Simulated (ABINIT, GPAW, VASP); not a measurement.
# ZnBi3: 3 runs at one level of theory

```
CELL_PARAMETERS angstrom
4.87316 0.00000 0.00000
0.00000 4.87316 0.00000
0.00000 0.00000 4.87316
ATOMIC_POSITIONS crystal
Bi 0.50127 0.50343 0.00775
Bi 0.50217 0.99007 0.50443
Bi 0.99079 0.50316 0.49957
Zn 0.99911 0.00130 0.99692
```

The cell comes from a database or a generator and needn't be the stable form of this composition.

Atoms were shifted at random by some hundredths of an Å from the given cell, which wasn't relaxed again for these runs.

Alike in all runs: task single point; functional PBE; k mesh 6 × 6 × 6; occupations fermi-dirac, width 0.05 eV; no spin polarisation; no spin-orbit coupling. Pressure is positive in compression and, in plane waves, holds the error of the finite cutoff.

| program and potentials | plane-wave cutoff (eV) | notes | band gap (eV) | pressure (GPa) | largest force (eV/Å) |
| --- | --- | --- | --- | --- | --- |
| ABINIT, JTH PAW PBE v2.0 | 599 | - | no gap | 0.00 | 0.187 |
| GPAW, GPAW PAW data sets (gpaw-data 1.2.1) | 600 | - | no gap | -0.06 | 0.184 |
| VASP, PBE PAW files Bi_d, Zn, 520 eV | 520 | - | no gap | 0.00 | 0.187 |

Force on atom 2 (Bi), eV/Å:

```tsv
program and potentials	x	y	z
ABINIT, JTH PAW PBE v2.0	-0.082	0.163	0.040
GPAW, GPAW PAW data sets (gpaw-data 1.2.1)	-0.081	0.160	0.040
VASP, PBE PAW files Bi_d, Zn, 520 eV	-0.083	0.163	0.039
```

None finds a gap. The pressure spans -0.06 (GPAW, GPAW PAW data sets (gpaw-data 1.2.1)) to 0.00 GPa (VASP, PBE PAW files Bi_d, Zn, 520 eV).

Differences between rows come from potentials, basis sets and numerical settings, since the functional is the same but for its coding. Runs on potential files found faulty are left out.
